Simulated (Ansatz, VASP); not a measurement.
# GaH2N (H-GaN-H chair, 1 layer) in two plane-wave programs, part 2 of 2

Wanted: the spread between two codes on one cell, functional and k mesh. Of the first pair: The structure shown is the start of the Ansatz relaxation below; VASP solves that cell, so the two are compared at the walk's first step.

VASP 6.6.1 and Ansatz 0.2.0.

So far: The starting structure; Ansatz: relaxation, PBE; VASP: single point, PBE, start cell, pair 1.

## (4) Differences

Known differences besides the potentials themselves: the cutoff is 420 eV in Ansatz and 520 eV in VASP. Total energies have different zeros and are not compared.

Forces (eV/Å; atoms numbered as in POSCAR):

| atom | Ansatz x, y, z | VASP x, y, z |
| --- | --- | --- |
| H1 | 0.000, 0.000, -0.330 | 0.000, 0.000, -0.348 |
| H2 | 0.000, 0.000, 0.339 | 0.000, 0.000, 0.304 |
| N3 | 0.000, 0.000, -0.974 | 0.000, 0.000, -0.995 |
| Ga4 | 0.000, 0.000, 0.965 | 0.000, 0.000, 1.039 |

The forces differ by 25 meV/Å r.m.s., which is 5.7 % of the r.m.s. force of 0.436 eV/Å (both taken over all components). With vacuum in the cell, a pressure given here is an average over mostly empty space and none of the material.

## (5) Ansatz: relaxation, PBE

This run makes the geometry at which the two programs are then compared.

The structure compared here is the end of the Ansatz relaxation.

Input file input.yaml:

```yaml
crystal:
  lattice:
    - [3.1845, 0.0, 0.0]
    - [-1.59225, 2.7578578984, 0.0]
    - [0.0, 0.0, 19.1933333333]
  atoms:
    - { symbol: H, position: [0.6666666667, 0.3333333333, 0.4168113928] }
    - { symbol: "N", position: [0.6666666667, 0.3333333333, 0.4699548454] }
    - { symbol: Ga, position: [0.3333333333, 0.6666666667, 0.5034734283] }
    - { symbol: H, position: [0.3333333333, 0.6666666667, 0.5831886072] }
kpoints:
  mp_grid: { grid: [12, 12, 1] }
hamiltonian:
  xc: pbe
scf:
  occupations: { method: fermi_dirac, width: 0.05 }
  convergence: { dr2_threshold: 1.0e-08 }
efield:
  axis: 3
  dipole_correction: true
  ramp_position: 0.97
  ramp_width: 0.04
relax:
  f_tol: 0.01
  cell: { fix: [c, alpha, beta] }
output:
  write_potential: true
  write_density: true
  volumetric_format: npy
```

Run with:

```console
$ ansatz run input.yaml --threads 2 --pin off --max-ram 4096MiB --backend cpu --events-out ev --progress --plain --runs-dir out
```

Numbers of over 12 decimals in the logs are rounded to 6 here.

Log:

```text
[...]
Crystal: 4 atoms, lattice volume = 168.564 Å³
Basis set: ecut = 420 eV, 3317 PW (Γ), exchange–correlation on 48×48×270 points (8 copies of the dense FFT grid, shifted against one another)
[...]
cell:  # Å, volume = 172.6096 Å³
    - [3.222493, 0, 0]
    - [-1.611246, 2.790761, 0]
    - [0, 0, 19.1933333333]
  atoms:
    - { symbol: H, position: [0.666667, 0.333333, 0.414447] }
    - { symbol: N, position: [0.666667, 0.333333, 0.467841] }
    - { symbol: Ga, position: [0.333333, 0.666667, 0.505211] }
    - { symbol: H, position: [0.333333, 0.666667, 0.585930] }
[key lines of the parts left out:]
SCF converged after 7 iterations
Free energy (F): -4199.624925 eV
Fermi energy:    -2.115743 eV
Dipole field:    D = -0.171674 V/Å  (p = -0.163760 e·Å, saw-weighted, corrected)
Work function:   Φ+ = 5.9435 eV   Φ− = 2.6485 eV
P = ⅓ Tr σ = 0.0269 GPa (0.269 kbar)
```

## (6) VASP: single point, PBE, relaxed cell, pair 2

The same cell, functional, mesh and smearing now go to VASP, with its own data sets.

Input file INCAR:

```
SYSTEM = GaH2N
PREC = Accurate
ENCUT = 600
EDIFF = 1E-06
NELM = 120
ISMEAR = -1
SIGMA = 0.05
LREAL = .FALSE.
ALGO = Normal
GGA = PE
NBANDS = 16
LORBIT = 11
LWAVE = .FALSE.
LCHARG = .FALSE.
ISIF = 2
LDIPOL = .TRUE.
IDIPOL = 3
DIPOL = 0.5 0.5 0.493
LVHAR = .TRUE.
LASPH = .TRUE.
GGA_COMPAT = .FALSE.
EFERMI = MIDGAP
NELMDL = -8
```

Input file POSCAR:

```
GaH2N
1.0
    3.2224928040      0.0000000000      0.0000000000
   -1.6112464020      2.7907606318      0.0000000000
    0.0000000000      0.0000000000     19.1933333333
H N Ga
2 1 1
Direct
    0.6666666667      0.3333333333      0.4144472959
    0.3333333333      0.6666666667      0.5859295851
    0.6666666667      0.3333333333      0.4678405533
    0.3333333333      0.6666666667      0.5052108394
```

Input file KPOINTS:

```
Automatic mesh
0
Gamma
12 12 1
0 0 0
```

The projector-augmented-wave data sets are H, N and Ga_d (PBE family, release 64).

Run with:

```console
$ mpirun -np 1 vasp_std
```

Log:

```text
[... set-up lines as in an earlier step ...]
 entering main loop
       N       E                     dE             d eps       ncg     rms          rms(c)
DAV:   1     0.139681221714E+03    0.13968E+03   -0.94460E+03   608   0.121E+03
DAV:   2     0.804682062366E+00   -0.13888E+03   -0.13389E+03   728   0.267E+02
DAV:   3    -0.206708617202E+02   -0.21476E+02   -0.21296E+02   728   0.101E+02
DAV:   4    -0.216323277029E+02   -0.96147E+00   -0.96068E+00   912   0.263E+01
[...]
DAV:  24    -0.189041405444E+02   -0.55580E-05   -0.23104E-07   648   0.571E-03    0.234E-04
DAV:  25    -0.189041420895E+02   -0.15451E-05   -0.63026E-08   648   0.256E-03    0.189E-04
DAV:  26    -0.189041430391E+02   -0.94965E-06   -0.25427E-08   544   0.178E-03
   1 F= -.18904143E+02 E0= -.18904143E+02  d E =-.970549E-14
```

From OUTCAR (step 6):

```text
  Total        0.0082856      0.0082856     -0.0357905      0.0000000      0.0000000      0.0000000
  in kB        0.0769075      0.0769075     -0.3322109      0.0000000      0.0000000      0.0000000
  external PRESSURE =      -0.0594653 kB  Pullay stress =       0.0000000 kB

 POSITION                                       TOTAL-FORCE (eV/Angst)
 -----------------------------------------------------------------------------------
      1.61125      0.93025      7.95463        -0.000000      0.000000     -0.017572
     -0.00000      1.86051     11.24594        -0.000000      0.000000     -0.030906
      1.61125      0.93025      8.97942        -0.000000      0.000000     -0.019176
     -0.00000      1.86051      9.69668         0.000000      0.000000      0.067653
 -----------------------------------------------------------------------------------
    total drift:                                0.000000     -0.000000      0.000676

  FREE ENERGIE OF THE ION-ELECTRON SYSTEM (eV)
  ---------------------------------------------------
  free  energy   TOTEN  =       -18.9041430391 eV

  energy  without entropy=      -18.9041430391  energy(sigma->0) =      -18.90414304

[... 1 part as in an earlier step ...]

[... 2 further parts left out ...]
[key lines of the parts left out:]
E-fermi :  -2.7589
```

## (7) Differences

What differs besides the data sets and the points named for the pairs above, as far as they apply: the cutoff is 420 eV in Ansatz and 600 eV in VASP; Ansatz's pressure holds a Pulay correction, VASP's none. Total energies have different zeros and are not compared.

The two programs side by side:

| quantity | Ansatz | VASP | difference |
| --- | --- | --- | --- |
| pressure (GPa) | 0.03 | -0.01 | +0.03 |
| gap on the k mesh (eV) | 2.983 | 2.983 | -0.001 |

Forces (eV/Å; atoms numbered as in POSCAR):

| atom | Ansatz x, y, z | VASP x, y, z |
| --- | --- | --- |
| H1 | 0.000, 0.000, -0.004 | 0.000, 0.000, -0.018 |
| H2 | 0.000, 0.000, -0.001 | 0.000, 0.000, -0.031 |
| N3 | 0.000, 0.000, 0.001 | 0.000, 0.000, -0.019 |
| Ga4 | 0.000, 0.000, 0.003 | 0.000, 0.000, 0.068 |

The forces differ by 22 meV/Å r.m.s., where the r.m.s. force is 0.001 eV/Å in Ansatz and 0.023 eV/Å in VASP: the atoms lie near their places of rest in Ansatz, so a percentage would say little (all taken over all components). A gap on the mesh is an upper bound, since the band edges may lie between its points. With vacuum in the cell, a pressure given here is an average over mostly empty space and none of the material.

## (8) Summary of results

| Quantity | Value |
| --- | --- |
| r.m.s. force difference (single point, PBE, start cell, pair 1) | 5.7 % of the r.m.s. force |
| r.m.s. force difference (single point, PBE, relaxed cell, pair 2) | 22 meV/Å |

The r.m.s. force difference is 5.7 % of the r.m.s. force (single point, PBE, start cell, pair 1), beyond the 3 % picked in this series as the mark of a large difference. What causes the difference of the single point, PBE, start cell, pair 1 pair stays open here. What causes the difference of the single point, PBE, relaxed cell, pair 2 pair stays open here. Such differences can come from data sets, numerical settings and the points named under the comparisons, not from the functional's error against experiment.

[Lines on the potential files, build, host, timing and source positions are cut from VASP's logs without a mark.]

[Logs are printed without paths, hosts, clocks, repeated set-up lines and the standing remarks that a program may print on its own settings, such as how far it seeks lower states.]

[Hosts, paths, dates, database ids (printed as entryN), source tags and the programs' standing remarks are cut or masked in the printed files.]
